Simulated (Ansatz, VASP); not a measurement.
**CO2: VASP beside Ansatz**

One calculation is typed for both programs; each brings its own data sets. How far apart do they land? The cell is taken from a series of runs on this material, whose earlier steps may have relaxed, scaled, displaced or heated it; both programs get it as it stands.

Method: plane waves, with VASP 6.6.1 beside it; single point at PBE, single point at LDA and single point at PBEsol, in Ansatz 0.2.0.

### Step 1. The starting structure

Symmetry: Pa-3, No. 205, cubic system. Conventional cell: a = 5.497 Å, b = 5.497 Å, c = 5.497 Å, α = 90.00°, β = 90.00°, γ = 90.00°. Nearest to C lie 2 O at 1.17 Å. Nearest to O lie 1 C at 1.17 Å. Farther neighbours and most contacts between anions are not listed.

### Step 2. Ansatz: single point, PBE

Ansatz runs on its PAW soft_1 files.

With cell and atoms fixed, the geometry can't cause a difference; cores, projectors, grids and the points listed under the comparison can.

Contents of input.yaml:

```yaml
crystal:
  lattice:
    - [5.49707328, 0.0, 0.0]
    - [0.0, 5.49707328, 0.0]
    - [0.0, 0.0, 5.49707328]
  atoms:
    - { symbol: C, position: [0.0, 0.0, 0.0] }
    - { symbol: C, position: [0.5, 0.0, 0.5] }
    - { symbol: C, position: [0.5, 0.5, 0.0] }
    - { symbol: C, position: [0.0, 0.5, 0.5] }
    - { symbol: O, position: [0.12253698, 0.12253698, 0.12253698] }
    - { symbol: O, position: [0.37746302, 0.87746302, 0.62253698] }
    - { symbol: O, position: [0.62253698, 0.37746302, 0.87746302] }
    - { symbol: O, position: [0.87746302, 0.62253698, 0.37746302] }
    - { symbol: O, position: [0.87746302, 0.87746302, 0.87746302] }
    - { symbol: O, position: [0.62253698, 0.12253698, 0.37746302] }
    - { symbol: O, position: [0.37746302, 0.62253698, 0.12253698] }
    - { symbol: O, position: [0.12253698, 0.37746302, 0.62253698] }
kpoints:
  mp_grid: { grid: [4, 4, 4] }
  band_path:
    path:
      - [[0.0, 0.0, 0.0], [0.0, 0.5, 0.0], [0.5, 0.5, 0.0], [0.0, 0.0, 0.0], [0.5, 0.5, 0.5], [0.0, 0.5, 0.0]]
      - [[0.5, 0.5, 0.5], [0.5, 0.5, 0.0], [0.5, 0.0, 0.0]]
    npoints: 10
hamiltonian:
  xc: pbe
  pseudopotentials: { kind: paw, azcp: { folder: soft_1 } }
scf:
  occupations: { method: fermi_dirac, width: 0.02 }
  n_extra_bands: 8
output:
  eigenvalues: true
  forces: true
  stress: true
  write_density: true
  write_potential: true
  elf: true
  volumetric_format: npy
```

The run is started by

```
ansatz run input.yaml --threads 4 --pin off --max-ram 138240MiB --backend cuda --events-out ev --progress --plain --runs-dir out --devices 1 --max-vram 26GiB
```

Numbers of over 12 decimals in the logs are rounded to 6 here.

What it wrote:

```text
scf.n_extra_bands = 8 over 32 filled bands (N_el = 64.0): the run solves 40 bands
GPUs: using 1 of 1 available (devices: 1).
Engine: ansatz 0.2.0, x86_64-unknown-linux-gnu
Pseudopotentials: kind: paw
Pseudopotential: C, paw, valence charge 4, recommended cutoff 420 eV (normal), soft_1/C.paw.azcp
Pseudopotential: O, paw, valence charge 6, recommended cutoff 420 eV (normal), soft_1/O.paw.azcp
Functional definition: PBE
  parameter kappa = 0.804
  parameter beta = 0.066725
  exchange = pbe_x(kappa = kappa, mu = beta*pi^2/3)
  correlation = pbe_c(beta = beta)
device memory: the entry about to start is reckoned to put 4.0 GiB on a device that reports 40.3 GiB free (of which the cap on the GPU budget leaves the run 26.0 GiB)
GPU FFT provider: cuFFT
GPU libraries: cuBLAS 13.8.2, cuFFT 12.4.0, cuSOLVER 12.3.4
Crystal: 12 atoms, lattice volume = 166.110 Å³
Basis set: ecut = 420 eV, 3239 PW (Γ), exchange–correlation on 80×80×80 points (8 copies of the dense FFT grid, shifted against one another)
Bands: 40, of which v1, the nominal top of the filled ones, is band 32 counted from 1 (31 counted from 0)
Symmetry: 24 space group operations
Space group: Pa-3 (ITA 205), of the structure as read, at distance tolerance 5.5e-5 Å
k-points: 11 of 64
Non-local potential: C, projectors of the file, l = 0: 2, l = 1: 2, l = 2: 1
Non-local potential: O, projectors of the file, l = 0: 2, l = 1: 2, l = 2: 1
PAW form: soft (Blöchl's): semilocal exchange-correlation on the pseudo side does not see the compensation charge
PAW one-centre angular grid: C, 110 points (default); XC on 64 Gauss nodes
PAW one-centre angular grid: O, 110 points (default); XC on 64 Gauss nodes
Initial density: superposition of atomic densities (chi_scale 0.1, normalization cell, long waves kept (reshape's long-wave potential 0.02 eV rms))
Initial wavefunctions: pseudopotential atomic-orbital guess
GPU buffer pool allocated for 64000 grid points (all kernels)
GPU transforms: local potential and band sums: pruned to the plane-wave sphere, on 40×40×40
Functional: x = pbe(κ = 0.804, μ = 0.219515), c = pbe(β = 0.066725)
SCF iter   1: F=—  HF=-5543.043985 eV  |F-HF|=—  |Δ(HF+E_count)|=         —  Δρ=1.00e-1  dr2=1.21e1  ethr=3.10e-3  ⟨swp⟩=6.8  Hψ=2012  notcnv=0
preconditioner: auto → Resta (q_TF=auto, 2.327 Å⁻¹)  ε∞=3.1  [insulator: Δε(μ)=7.892 eV  Ē_g=15.974 eV  σ=0.020 eV  W_gap=1.00  n_scr=32 (ndim 8)  ℏωp=23.0 eV  f_vac=0.064  D(μ)=0.00/eV (n_scr^D=0)  ε∞_Penn≈3.1]
SCF iter   2: F=—  HF=-5539.944897 eV  |F-HF|=—  |Δ(HF+E_count)|=    3.10e0  Δρ=4.21e-2  dr2=1.60e0  ethr=3.10e-3  ⟨swp⟩=3.0  Hψ=986  notcnv=0  defer=35
SCF iter   3: F=—  HF=-5539.576211 eV  |F-HF|=—  |Δ(HF+E_count)|=   3.69e-1  Δρ=1.67e-2  dr2=3.51e-1  ethr=2.50e-3  ⟨swp⟩=2.5  Hψ=739  notcnv=0  defer=35
SCF iter   4: F=—  HF=-5539.518588 eV  |F-HF|=—  |Δ(HF+E_count)|=   5.76e-2  Δρ=4.31e-3  dr2=1.40e-2  ethr=5.49e-4  ⟨swp⟩=2.1  Hψ=780  notcnv=0  defer=35
SCF iter   5: F=—  HF=-5539.526065 eV  |F-HF|=—  |Δ(HF+E_count)|=   7.48e-3  Δρ=5.26e-4  dr2=4.50e-4  ethr=2.18e-5  ⟨swp⟩=2.5  Hψ=755  notcnv=0  defer=35
SCF iter   6: F=—  HF=-5539.526322 eV  |F-HF|=—  |Δ(HF+E_count)|=   2.56e-4  Δρ=2.41e-4  dr2=6.50e-5  ethr=7.03e-7  ⟨swp⟩=2.0  Hψ=763  notcnv=0  defer=35
SCF iter   7: F=—  HF=-5539.526153 eV  |F-HF|=—  |Δ(HF+E_count)|=   1.69e-4  Δρ=4.29e-5  dr2=1.96e-6  ethr=1.02e-7  ⟨swp⟩=2.0  Hψ=695  notcnv=0  defer=35
SCF iter   8: F=-5539.526153 eV  HF=-5539.526153 eV  |F-HF|=1.70e-8  |Δ(HF+E_count)|=   1.37e-7  Δρ=7.56e-6  dr2=5.78e-8  ethr=1.56e-10  ⟨swp⟩=15.0  Hψ=3852  notcnv=0
SCF 1 converged in 8 iterations: F = -5539.526153 eV  dr2 = 5.78e-8
  greatest PAW one-centre occupation: 0.883 electrons in one spin orbital (limit 2), on the O atom at site 8 (counted from 0), in its partial waves of l = 0
device memory: the entry about to start is reckoned to put 5.7 GiB on a device that reports 40.3 GiB free (of which the cap on the GPU budget leaves the run 26.0 GiB)
NSCF: frozen V_eff on 72 k-points, pencils in batches of 32, up to order 176
SCF converged after 8 iterations
Free energy (F): -5539.526153 eV
Harris-Foulkes:  -5539.526153 eV  (|F-HF|=1.70e-8)
Internal energy: -5539.526153 eV  (E = F + TS)
E sigma→0 (E₀):  -5539.526153 eV
Fermi energy:    1.798460 eV
--- Per-component energies (eV) ---
  E_band       = -568.665576
  E_kinetic    = 1680.972818
  E_local      = -4595.327002  (includes V_loc(G=0)·N_el)
  E_nonlocal   = 519.704645
  E_hartree    = 1573.007956
  E_xc         = -744.526237
  E_vxc        = -939.564313  (∫ρ·V_xc dr)
  E_paw        = -1703.688620  (= ΣΔE_a)
  E_vpaw       = -380.489646  (= ΣTr[D̂ρ^β])
  E_aug_tail   = 0.006180  (compensation charges beyond the density's cutoff)
  E_ewald      = -2269.675893
  E_smearing   = -0.000000  (= −TS)
  E_closure    = -0.000000  (closes the sum)
  Σ components = -5539.526153   (vs F -5539.526153, Δ=0.00e0)
--- Forces (eV/Å), atoms counted from 1 ---
  atom   1  C      0.00000000    -0.00000000     0.00000000
  atom   2  C      0.00000000    -0.00000000    -0.00000000
  atom   3  C      0.00000000    -0.00000000     0.00000000
  atom   4  C      0.00000000    -0.00000000     0.00000000
  atom   5  O      0.06333607     0.06333607     0.06333607
  atom   6  O     -0.06333607    -0.06333607     0.06333607
  atom   7  O      0.06333607    -0.06333607    -0.06333607
  atom   8  O     -0.06333607     0.06333607    -0.06333607
  atom   9  O     -0.06333607    -0.06333607    -0.06333607
  atom  10  O      0.06333607     0.06333607    -0.06333607
  atom  11  O     -0.06333607     0.06333607     0.06333607
  atom  12  O      0.06333607    -0.06333607     0.06333607
  max |Σ_I F_I| component: 2.78e-17 eV/Å
--- Stress (GPa, compression-positive) ---
        2.514823       0.000000       0.000000
        0.000000       2.514823       0.000000
        0.000000       0.000000       2.514823
  P = ⅓ Tr σ = 2.5148 GPa (25.148 kbar)
--- Band table (eV; the first three rows and the last of 11) ---
  k-point 0: bands = [... 28 lower, -1.8779, -1.8779, -1.6524, -1.6524, 5.2190, 6.3074, 6.3074, 6.3074, ... 4 higher]
  k-point 1: bands = [... 28 lower, -1.9135, -1.8278, -1.7692, -1.6714, 5.6338, 6.2465, 6.4002, 6.4432, ... 4 higher]
  k-point 2: bands = [... 28 lower, -1.9943, -1.9943, -1.7345, -1.7345, 6.2461, 6.2461, 6.5004, 6.5004, ... 4 higher]
  k-point 10: bands = [... 28 lower, -2.0138, -2.0138, -2.0138, -2.0138, 6.2346, 6.2346, 6.2346, 6.2346, ... 4 higher]
```

### Step 3. VASP: single point, PBE

The same cell, functional, mesh and smearing now go to VASP, with its own data sets.

Lines of VASP's logs that name or quote its potential files are left out, and so is its time.

Contents of INCAR:

```
SYSTEM = CO2
PREC = Accurate
ENCUT = 600
EDIFF = 1E-06
NELM = 120
ISMEAR = -1
SIGMA = 0.02
LREAL = .FALSE.
ALGO = Normal
GGA = PE
NBANDS = 44
LORBIT = 11
LWAVE = .FALSE.
LCHARG = .FALSE.
ISIF = 2
LASPH = .TRUE.
GGA_COMPAT = .FALSE.
EFERMI = MIDGAP
KPAR = 2
```

Contents of POSCAR:

```
CO2
1.0
    5.4970732800      0.0000000000      0.0000000000
    0.0000000000      5.4970732800      0.0000000000
    0.0000000000      0.0000000000      5.4970732800
C O
4 8
Direct
    0.0000000000      0.0000000000      0.0000000000
    0.5000000000      0.0000000000      0.5000000000
    0.5000000000      0.5000000000      0.0000000000
    0.0000000000      0.5000000000      0.5000000000
    0.1225369800      0.1225369800      0.1225369800
    0.3774630200      0.8774630200      0.6225369800
    0.6225369800      0.3774630200      0.8774630200
    0.8774630200      0.6225369800      0.3774630200
    0.8774630200      0.8774630200      0.8774630200
    0.6225369800      0.1225369800      0.3774630200
    0.3774630200      0.6225369800      0.1225369800
    0.1225369800      0.3774630200      0.6225369800
```

Contents of KPOINTS:

```
Automatic mesh
0
Gamma
4 4 4
0 0 0
```

The projector-augmented-wave data sets are C and O (PBE family, release 64).

The run is started by

```
mpirun -np 2 vasp_std
```

What it wrote:

```text
[banner, memory and clock lines left out]
running    2 mpi-ranks, on    1 nodes
 distrk:  each k-point on    1 cores,    2 groups
 distr:  one band on    1 cores,    1 groups

 POSCAR found type information on POSCAR C O
 POSCAR found :  2 types and      12 ions
 LDA part: xc-table for (Slater+PW92), standard interpolation
 POSCAR, INCAR and KPOINTS ok, starting setup
 FFT: planning ... GRIDC
 FFT: planning ... GRID_SOFT
 FFT: planning ... GRID
 WAVECAR not read
 entering main loop
       N       E                     dE             d eps       ncg     rms          rms(c)
DAV:   1     0.422199235301E+03    0.42220E+03   -0.36667E+04   976   0.150E+03
DAV:   2    -0.682299655025E+02   -0.49043E+03   -0.47672E+03  1304   0.333E+02
DAV:   3    -0.980187166454E+02   -0.29789E+02   -0.29546E+02  1144   0.837E+01
DAV:   4    -0.983889963412E+02   -0.37028E+00   -0.36896E+00  1120   0.103E+01
DAV:   5    -0.983948576583E+02   -0.58613E-02   -0.58606E-02  1120   0.128E+00    0.191E+01
DAV:   6    -0.925347425690E+02    0.58601E+01   -0.17792E+01  1088   0.224E+01    0.873E+00
DAV:   7    -0.921458466480E+02    0.38890E+00   -0.88970E-01  1100   0.523E+00    0.489E+00
DAV:   8    -0.920494524777E+02    0.96394E-01   -0.65290E-01  1084   0.387E+00    0.104E+00
DAV:   9    -0.920351601109E+02    0.14292E-01   -0.52578E-02  1052   0.127E+00    0.425E-01
DAV:  10    -0.920360673887E+02   -0.90728E-03   -0.98822E-03  1136   0.456E-01    0.832E-02
DAV:  11    -0.920363026558E+02   -0.23527E-03   -0.28325E-04  1068   0.977E-02    0.357E-02
DAV:  12    -0.920363628582E+02   -0.60202E-04   -0.50650E-05  1112   0.408E-02    0.512E-03
DAV:  13    -0.920363633839E+02   -0.52564E-06   -0.21739E-06   784   0.897E-03
   1 F= -.92036363E+02 E0= -.92036363E+02  d E =0.000000E+00
```

From OUTCAR (step 3):

```text
ion  position               nearest neighbor table
   1  0.000  0.000  0.000-   5 1.17   9 1.17
   2  0.500  0.000  0.500-   6 1.17  10 1.17
   3  0.500  0.500  0.000-   7 1.17  11 1.17
   4  0.000  0.500  0.500-   8 1.17  12 1.17
   5  0.123  0.123  0.123-   1 1.17
   6  0.377  0.877  0.623-   2 1.17
   7  0.623  0.377  0.877-   3 1.17
   8  0.877  0.623  0.377-   4 1.17
   9  0.877  0.877  0.877-   1 1.17
  10  0.623  0.123  0.377-   2 1.17
  11  0.377  0.623  0.123-   3 1.17
  12  0.123  0.377  0.623-   4 1.17

  LATTYP: Found a simple cubic cell.
 ALAT       =     5.4970732800

 Subroutine GETGRP returns: Found 24 space group operations
 (whereof  6 operations were pure point group operations)

The static configuration has the point symmetry S_6 .
 The point group associated with its full space group is T_h .

 Found     11 irreducible k-points:

   k-points           NKPTS =     11   k-points in BZ     NKDIM =     11   number of bands    NBANDS=     44

   dimension x,y,z NGX =    48 NGY =   48 NGZ =   48
   dimension x,y,z NGXF=    96 NGYF=   96 NGZF=   96

   ENCUT  =  600.0 eV  44.10 Ry    6.64 a.u.  10.98 10.98 10.98*2*pi/ulx,y,z

   NELECT =      64.0000    total number of electrons

 k-points in reciprocal lattice and weights: Automatic mesh
   0.00000000  0.00000000  0.00000000       0.016
   0.25000000  0.00000000  0.00000000       0.094
   0.50000000  0.00000000  0.00000000       0.047
   0.25000000  0.25000000  0.00000000       0.188
   0.50000000  0.25000000  0.00000000       0.094
  -0.25000000  0.50000000  0.00000000       0.094
   0.50000000  0.50000000  0.00000000       0.047
   0.25000000  0.25000000  0.25000000       0.125
   0.50000000  0.25000000  0.25000000       0.188
   0.50000000  0.50000000  0.25000000       0.094
   0.50000000  0.50000000  0.50000000       0.016

 average (electrostatic) potential at core
       1 -58.2083       2 -58.2083       3 -58.2083       4 -58.2083       5 -77.2013
       6 -77.2013       7 -77.2013       8 -77.2013       9 -77.2013      10 -77.2013
      11 -77.2013      12 -77.2013

 E-fermi :   0.1591

 k-point     1 :       0.0000    0.0000    0.0000
  band No.  band energies     occupation
    ...
     28      -3.4911      2.00000
     29      -3.4911      2.00000
     30      -3.4911      2.00000
     31      -3.2664      2.00000
     32      -3.2664      2.00000
     33       3.5846      0.00000
     34       4.6969      0.00000
     35       4.6969      0.00000
     36       4.6969      0.00000
     37       5.0001      0.00000
    ...

 k-point     2 :       0.2500    0.0000    0.0000
  band No.  band energies     occupation
    ...
     28      -3.5299      2.00000
     29      -3.5267      2.00000
     30      -3.4413      2.00000
     31      -3.3830      2.00000
     32      -3.2855      2.00000
     33       3.9997      0.00000
     34       4.6336      0.00000
     35       4.7897      0.00000
     36       4.8325      0.00000
     37       4.8362      0.00000
    ...

 k-point     3 :       0.5000    0.0000    0.0000
  band No.  band energies     occupation
    ...
     28      -3.6821      2.00000
     29      -3.6071      2.00000
     30      -3.6071      2.00000
     31      -3.3483      2.00000
     32      -3.3483      2.00000
     33       4.6312      0.00000
     34       4.6312      0.00000
     35       4.8845      0.00000
     36       4.8845      0.00000
     37       5.1968      0.00000
    ...

  Total        4.0344022      4.0344022      4.0344022      0.0000000     -0.0000000     -0.0000000
  in kB       38.9130430     38.9130430     38.9130430      0.0000000     -0.0000000     -0.0000000
  external PRESSURE =      38.9130430 kB  Pullay stress =       0.0000000 kB

  energy-cutoff  :      600.00
  volume of cell :      166.11
      direct lattice vectors                 reciprocal lattice vectors
     5.497073280  0.000000000  0.000000000     0.181914984  0.000000000  0.000000000
     0.000000000  5.497073280  0.000000000     0.000000000  0.181914984  0.000000000
     0.000000000  0.000000000  5.497073280     0.000000000  0.000000000  0.181914984

 POSITION                                       TOTAL-FORCE (eV/Angst)
 -----------------------------------------------------------------------------------
      0.00000      0.00000      0.00000        -0.000000      0.000000      0.000000
      2.74854      0.00000      2.74854        -0.000000      0.000000      0.000000
      2.74854      2.74854      0.00000        -0.000000      0.000000      0.000000
      0.00000      2.74854      2.74854        -0.000000      0.000000      0.000000
      0.67359      0.67359      0.67359         0.418369      0.418369      0.418369
      2.07494      4.82348      3.42213        -0.418369     -0.418369      0.418369
      3.42213      2.07494      4.82348         0.418369     -0.418369     -0.418369
      4.82348      3.42213      2.07494        -0.418369      0.418369     -0.418369
      4.82348      4.82348      4.82348        -0.418369     -0.418369     -0.418369
      3.42213      0.67359      2.07494         0.418369      0.418369     -0.418369
      2.07494      3.42213      0.67359        -0.418369      0.418369      0.418369
      0.67359      2.07494      3.42213         0.418369     -0.418369      0.418369
 -----------------------------------------------------------------------------------
    total drift:                                0.000000      0.000000      0.000000

  FREE ENERGIE OF THE ION-ELECTRON SYSTEM (eV)
  ---------------------------------------------------
  free  energy   TOTEN  =       -92.0363633839 eV

  energy  without entropy=      -92.0363633839  energy(sigma->0) =      -92.03636338

 total charge
# of ion       s       p       d       tot
------------------------------------------
    1        0.937   1.820   0.000   2.757
    2        0.937   1.820   0.000   2.757
    3        0.937   1.820   0.000   2.757
    4        0.937   1.820   0.000   2.757
    5        1.600   3.567   0.000   5.166
    6        1.600   3.567   0.000   5.166
    7        1.600   3.567   0.000   5.166
    8        1.600   3.567   0.000   5.166
    9        1.600   3.567   0.000   5.166
   10        1.600   3.567   0.000   5.166
   11        1.600   3.567   0.000   5.166
   12        1.600   3.567   0.000   5.166
--------------------------------------------------
tot         16.546  35.812   0.000  52.358

[... 3 further parts left out ...]
```

The run ends at a pressure of 3.89 GPa, with forces up to 0.72 eV/Å.

### Step 4. Comparison

Known differences besides the potentials themselves: the cutoff is 420 eV in Ansatz and 600 eV in VASP. Total energies have different zeros and are not compared.

The two programs side by side:

| quantity | Ansatz | VASP | difference |
| --- | --- | --- | --- |
| pressure (GPa) | 2.51 | 3.89 | -1.38 |
| gap on the k mesh (eV) | 6.871 | 6.851 | +0.020 |

Forces on 7 of the 12 atoms, those with the largest forces and the largest differences (eV/Å; atoms numbered as in POSCAR):

| atom | Ansatz x, y, z | VASP x, y, z |
| --- | --- | --- |
| O5 | 0.063, 0.063, 0.063 | 0.418, 0.418, 0.418 |
| O6 | -0.063, -0.063, 0.063 | -0.418, -0.418, 0.418 |
| O7 | 0.063, -0.063, -0.063 | 0.418, -0.418, -0.418 |
| O8 | -0.063, 0.063, -0.063 | -0.418, 0.418, -0.418 |
| O10 | 0.063, 0.063, -0.063 | 0.418, 0.418, -0.418 |
| O11 | -0.063, 0.063, 0.063 | -0.418, 0.418, 0.418 |
| O12 | 0.063, -0.063, 0.063 | 0.418, -0.418, 0.418 |

The forces differ by 290 meV/Å r.m.s., where the r.m.s. force is 0.052 eV/Å in Ansatz and 0.342 eV/Å in VASP: the atoms lie near their places of rest in Ansatz, so a percentage would say little (all taken over all components). A gap on the mesh is an upper bound, since the band edges may lie between its points.

(Continued in part 2 of 2.)

[Lines on the potential files, build, host, timing and source positions are cut from VASP's logs without a mark.]

[Logs are printed without paths, hosts, clocks, repeated set-up lines and the standing remarks that a program may print on its own settings, such as how far it seeks lower states.]

[Hosts, paths, dates, database ids (printed as entryN), source tags and the programs' standing remarks are cut or masked in the printed files.]
